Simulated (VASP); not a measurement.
Computed with PBE GGA, VASP's PBE PAW potentials (set 64) (plane waves; VASP).

Input for VASP

INCAR:
```
ALGO = Normal
EDIFF = 1E-6
EDIFFG = -0.02
ENCUT = 620
GGA = PE
IBRION = 2
ISIF = 3
ISMEAR = 0
LASPH = T
LCHARG = F
LREAL = F
LWAVE = F
NELM = 100
NSW = 40
PREC = Accurate
PSTRESS = 450
SIGMA = 0.05
SYSTEM = BN
```

File POSCAR:
```
BN
1
    1.2330848483    -2.1357668889     0.0000000000
    1.2330848483     2.1357668889     0.0000000000
    0.0000000000     0.0000000000     5.1463722731
B N
2 2
Direct
  0.3333330000   0.6666670000   0.2500000000
  0.6666670000   0.3333330000   0.7500000000
  0.6666670000   0.3333330000   0.2500000000
  0.3333330000   0.6666670000   0.7500000000
```

File KPOINTS:
```
Regular mesh
0
Gamma
 10 10 5
```

POTCAR, in this order: B N (PBE.64 set). Program: vasp_std.

What VASP printed:

### OSZICAR
```
       N       E                     dE             d eps       ncg     rms          rms(c)
DAV:   1     0.684603473581E+02    0.68460E+02   -0.95321E+03  1008   0.146E+03
DAV:   2    -0.335862828763E+02   -0.10205E+03   -0.93490E+02  1396   0.319E+02
DAV:   3    -0.378497302333E+02   -0.42634E+01   -0.42315E+01  1308   0.661E+01
DAV:   4    -0.378940269094E+02   -0.44297E-01   -0.44277E-01  1204   0.604E+00
DAV:   5    -0.378944510682E+02   -0.42416E-03   -0.42412E-03  1244   0.610E-01    0.116E+01
DAV:   6    -0.347919572560E+02    0.31025E+01   -0.74134E+00  1204   0.247E+01    0.529E+00
DAV:   7    -0.345147576855E+02    0.27720E+00   -0.59947E-01  1188   0.744E+00    0.316E+00
DAV:   8    -0.344597062222E+02    0.55051E-01   -0.17678E-01  1208   0.367E+00    0.343E-01
DAV:   9    -0.344572801193E+02    0.24261E-02   -0.87912E-03  1188   0.993E-01    0.188E-01
DAV:  10    -0.344576878592E+02   -0.40774E-03   -0.60946E-04  1228   0.249E-01    0.283E-02
DAV:  11    -0.344577111255E+02   -0.23266E-04   -0.87661E-05  1232   0.873E-02    0.206E-02
DAV:  12    -0.344577110706E+02    0.54858E-07   -0.17222E-05  1248   0.396E-02    0.282E-03
DAV:  13    -0.344577111795E+02   -0.10894E-06   -0.48810E-07   740   0.735E-03
   1 F= -.26844289E+02 E0= -.26844289E+02  d E =-.268443E+02
       N       E                     dE             d eps       ncg     rms          rms(c)
DAV:   1    -0.339948840070E+02    0.46283E+00   -0.75580E+00  1052   0.303E+01    0.368E+00
DAV:   2    -0.337400375867E+02    0.25485E+00   -0.55432E-01  1176   0.725E+00    0.126E+00
DAV:   3    -0.337211928779E+02    0.18845E-01   -0.92864E-02  1176   0.293E+00    0.393E-01
DAV:   4    -0.337190364393E+02    0.21564E-02   -0.43535E-03  1248   0.708E-01    0.209E-01
DAV:   5    -0.337184765196E+02    0.55992E-03   -0.10101E-03  1120   0.281E-01    0.881E-02
DAV:   6    -0.337184520645E+02    0.24455E-04   -0.13798E-04  1256   0.134E-01    0.856E-03
DAV:   7    -0.337184514614E+02    0.60311E-06   -0.34957E-06  1160   0.210E-02
   2 F= -.26769284E+02 E0= -.26769284E+02  d E =0.750042E-01
       N       E                     dE             d eps       ncg     rms          rms(c)
DAV:   1    -0.343527781866E+02   -0.63433E+00   -0.28330E+00  1060   0.180E+01    0.228E+00
DAV:   2    -0.342519445440E+02    0.10083E+00   -0.23252E-01  1148   0.464E+00    0.737E-01
DAV:   3    -0.342456615355E+02    0.62830E-02   -0.30954E-02  1176   0.167E+00    0.227E-01
DAV:   4    -0.342447401567E+02    0.92138E-03   -0.15670E-03  1240   0.417E-01    0.113E-01
DAV:   5    -0.342445200695E+02    0.22009E-03   -0.36870E-04  1144   0.165E-01    0.477E-02
DAV:   6    -0.342445093522E+02    0.10717E-04   -0.32842E-05  1248   0.677E-02    0.479E-03
DAV:   7    -0.342445093806E+02   -0.28333E-07   -0.63666E-07   680   0.922E-03
   3 F= -.26887985E+02 E0= -.26887985E+02  d E =-.436969E-01
       N       E                     dE             d eps       ncg     rms          rms(c)
DAV:   1    -0.342227783505E+02    0.21731E-01   -0.35496E+00  1020   0.175E+01    0.146E+00
DAV:   2    -0.341611159564E+02    0.61662E-01   -0.88027E-02  1236   0.295E+00    0.718E-01
DAV:   3    -0.341420150205E+02    0.19101E-01   -0.40882E-02  1204   0.179E+00    0.219E-01
DAV:   4    -0.341408876450E+02    0.11274E-02   -0.34845E-03  1268   0.588E-01    0.766E-02
DAV:   5    -0.341407769467E+02    0.11070E-03   -0.68246E-04  1200   0.240E-01    0.443E-02
DAV:   6    -0.341407637209E+02    0.13226E-04   -0.50463E-05  1204   0.726E-02    0.729E-03
DAV:   7    -0.341407640003E+02   -0.27938E-06   -0.19956E-06   972   0.161E-02
   4 F= -.26924205E+02 E0= -.26924205E+02  d E =-.362192E-01
       N       E                     dE             d eps       ncg     rms          rms(c)
DAV:   1    -0.340915516778E+02    0.49212E-01   -0.20688E+00  1028   0.134E+01    0.112E+00
DAV:   2    -0.340561152173E+02    0.35436E-01   -0.50513E-02  1244   0.225E+00    0.552E-01
DAV:   3    -0.340450110126E+02    0.11104E-01   -0.23951E-02  1188   0.138E+00    0.166E-01
DAV:   4    -0.340443748076E+02    0.63620E-03   -0.20756E-03  1268   0.454E-01    0.592E-02
DAV:   5    -0.340443054833E+02    0.69324E-04   -0.42402E-04  1200   0.190E-01    0.340E-02
DAV:   6    -0.340442973173E+02    0.81659E-05   -0.30695E-05  1192   0.566E-02    0.569E-03
DAV:   7    -0.340442974808E+02   -0.16341E-06   -0.10661E-06   724   0.124E-02
   5 F= -.26934282E+02 E0= -.26934282E+02  d E =-.462962E-01
       N       E                     dE             d eps       ncg     rms          rms(c)
DAV:   1    -0.340299540922E+02    0.14343E-01   -0.44187E-02  1028   0.195E+00    0.164E-01
DAV:   2    -0.340291875813E+02    0.76651E-03   -0.10711E-03  1244   0.330E-01    0.811E-02
DAV:   3    -0.340289469836E+02    0.24060E-03   -0.52936E-04  1184   0.206E-01    0.242E-02
DAV:   4    -0.340289335276E+02    0.13456E-04   -0.46040E-05  1268   0.675E-02    0.878E-03
DAV:   5    -0.340289318861E+02    0.16415E-05   -0.95898E-06  1156   0.284E-02    0.494E-03
DAV:   6    -0.340289317476E+02    0.13858E-06   -0.61809E-07   608   0.842E-03
   6 F= -.26934444E+02 E0= -.26934444E+02  d E =-.464590E-01
```

**OUTCAR**
```
------------------------ aborting loop because EDIFF is reached ----------------------------------------
  FORCE on cell =-STRESS in cart. coord.  units (eV):
  Direction    XX          YY          ZZ          XY          YZ          ZX
  --------------------------------------------------------------------------------------
  Total        7.1508084      7.1508207      7.1099086      0.0000000      0.0000000     -0.0000000
  in kB      453.5724244    453.5732025    450.9781680      0.0000000      0.0000000     -0.0000000
  external PRESSURE =       2.7079316 kB  Pullay stress =     450.0000000 kB
  volume of cell :       25.26
      direct lattice vectors                 reciprocal lattice vectors
     1.225764685 -2.123088533 -0.000000000     0.407908635 -0.235505959 -0.000000000
     1.225764685  2.123088533  0.000000000     0.407908635  0.235505959 -0.000000000
     0.000000000  0.000000000  4.853040062     0.000000000 -0.000000000  0.206056407
  FREE ENERGIE OF THE ION-ELECTRON SYSTEM (eV)
  ---------------------------------------------------
  free  energy   TOTEN  =       -34.0289317476 eV

  energy  without entropy=      -34.0289317476  energy(sigma->0) =      -34.02893175
  enthalpy is  TOTEN    =       -26.9344444896 eV   P V=        7.0944872579

 reached required accuracy - stopping structural energy minimisation
```
(Selected blocks of OUTCAR.)

CONTCAR:
```
BN
   1.00000000000000
     1.2257646847861576   -2.1230885331809479   -0.0000000000000000
     1.2257646847861576    2.1230885331809479    0.0000000000000000
     0.0000000000000000    0.0000000000000000    4.8530400619589820
  B               N
     2     2
Direct
     0.3333330000000032    0.6666669999999968    0.2500000000000000
     0.6666669999999968    0.3333330000000032    0.7500000000000000
     0.6666669999999968    0.3333330000000032    0.2500000000000000
     0.3333330000000032    0.6666669999999968    0.7500000000000000
```

Energy and stress use the plane-wave basis of the starting cell. Without a dispersion term in the relaxation, distances and binding between the weakly bound layers, chains or molecules are unreliable, and so is what depends on them.

The compound is BN in the hex structure. This run relaxes it under an external pressure of 45 GPa. Symmetry was kept, so distortions that lower it aren't found.
